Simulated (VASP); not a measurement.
Output of a VASP run:

**OSZICAR**
```
       N       E                     dE             d eps       ncg     rms          rms(c)
DAV:   1     0.579193219703E+02    0.57919E+02   -0.84616E+03   767   0.178E+03
DAV:   2    -0.193020362116E+02   -0.77221E+02   -0.74399E+02   819   0.295E+02
DAV:   3    -0.242667788935E+02   -0.49647E+01   -0.48846E+01   954   0.661E+01
DAV:   4    -0.243412067713E+02   -0.74428E-01   -0.74393E-01   898   0.888E+00
DAV:   5    -0.243425273631E+02   -0.13206E-02   -0.13205E-02   944   0.105E+00    0.632E+00
DAV:   6    -0.147177588764E+02    0.96248E+01   -0.55527E+00  1093   0.535E+01    0.246E+00
DAV:   7    -0.149813787968E+02   -0.26362E+00   -0.84534E-01   754   0.146E+01    0.231E+00
DAV:   8    -0.149269616310E+02    0.54417E-01   -0.55197E-01   754   0.841E+00    0.650E-01
DAV:   9    -0.149504533043E+02   -0.23492E-01   -0.64991E-02   794   0.355E+00    0.255E-01
DAV:  10    -0.148077398361E+02    0.14271E+00   -0.98050E-02   759   0.502E+00    0.162E-01
DAV:  11    -0.149518793197E+02   -0.14414E+00   -0.70507E-02   754   0.394E+00    0.941E-02
DAV:  12    -0.149520923916E+02   -0.21307E-03   -0.10144E-03   907   0.370E-01    0.617E-02
DAV:  13    -0.149519081621E+02    0.18423E-03   -0.26859E-04   804   0.201E-01    0.332E-02
DAV:  14    -0.149522372965E+02   -0.32913E-03   -0.47768E-04   764   0.318E-01    0.172E-02
DAV:  15    -0.149521913652E+02    0.45931E-04   -0.74435E-05   878   0.146E-01    0.124E-02
DAV:  16    -0.149522230024E+02   -0.31637E-04   -0.12268E-05   874   0.462E-02    0.557E-03
DAV:  17    -0.149522214123E+02    0.15901E-05   -0.11070E-05   810   0.705E-02    0.454E-03
DAV:  18    -0.149522342256E+02   -0.12813E-04   -0.28609E-06   799   0.273E-02    0.150E-03
DAV:  19    -0.149522364751E+02   -0.22495E-05   -0.19327E-07   797   0.743E-03    0.598E-04
DAV:  20    -0.149522412730E+02   -0.47979E-05   -0.13267E-07   601   0.696E-03    0.338E-04
DAV:  21    -0.149522417400E+02   -0.46700E-06   -0.39297E-08   417   0.236E-03    0.237E-04
DAV:  22    -0.149522412403E+02    0.49969E-06   -0.10518E-08   387   0.161E-03    0.152E-04
DAV:  23    -0.149522412664E+02   -0.26152E-07   -0.20322E-09   392   0.641E-04
   1 F= -.14952241E+02 E0= -.14952241E+02  d E =-.704025E-13
```

### OUTCAR
```
------------------------ aborting loop because EDIFF is reached ----------------------------------------
  FORCE on cell =-STRESS in cart. coord.  units (eV):
  Direction    XX          YY          ZZ          XY          YZ          ZX
  --------------------------------------------------------------------------------------
  Total       -1.1603198     -1.1603198     -1.1603198     -0.0000000      0.0000000      0.0000000
  in kB      -43.7069764    -43.7069764    -43.7069764     -0.0000000      0.0000000      0.0000000
  external PRESSURE =     -43.7069764 kB  Pullay stress =       0.0000000 kB
  volume of cell :       42.53
      direct lattice vectors                 reciprocal lattice vectors
     0.000000000  2.770570282  2.770570282    -0.180468261  0.180468261  0.180468261
     2.770570282  0.000000000  2.770570282     0.180468261 -0.180468261  0.180468261
     2.770570282  2.770570282  0.000000000     0.180468261  0.180468261 -0.180468261
  FREE ENERGIE OF THE ION-ELECTRON SYSTEM (eV)
  ---------------------------------------------------
  free  energy   TOTEN  =       -14.9522412664 eV

  energy  without entropy=      -14.9522412664  energy(sigma->0) =      -14.95224127
```
(Selected blocks of OUTCAR.)

**POSCAR**
```
GaP
1
    0.0000000000     2.7705702817     2.7705702817
    2.7705702817     0.0000000000     2.7705702817
    2.7705702817     2.7705702817     0.0000000000
Ga P
1 1
Direct
  0.0000000000   0.0000000000   0.0000000000
  0.2500000000   0.2500000000   0.2500000000
```

Question: Write an INCAR and KPOINTS that could have produced this output.

Answer: One answer among several that fit: the input of the run itself, MS2 meta-GGA, plane waves, VASP's PBE PAW potentials (set 64).

File KPOINTS:
```
Automatic mesh
0
Gamma
8 8 8
0 0 0
```

**INCAR**
```
ISMEAR=0
LMAXMIX=4   # l cut-off of mixed one-centre charges
SYSTEM=GaP
NELM=100
LWAVE=F
EDIFF=1E-7   # SCF stop (eV)
ALGO=Normal   # blocked Davidson
METAGGA=MS2
ENCUT=520   # plane-wave cut-off (eV)
ISIF=2   # forces and stress, cell fixed
LREAL=F
LASPH=T
LMIXTAU=T
PREC=Accurate
SIGMA=0.05   # width (eV)
LCHARG=F
```

POTCAR, in this order: Ga_d P (PBE.64 set). Program: vasp_std.

The compound is GaP in the zinc blende structure. This cell is one point of a volume scan, at 1.06 of the reference volume.
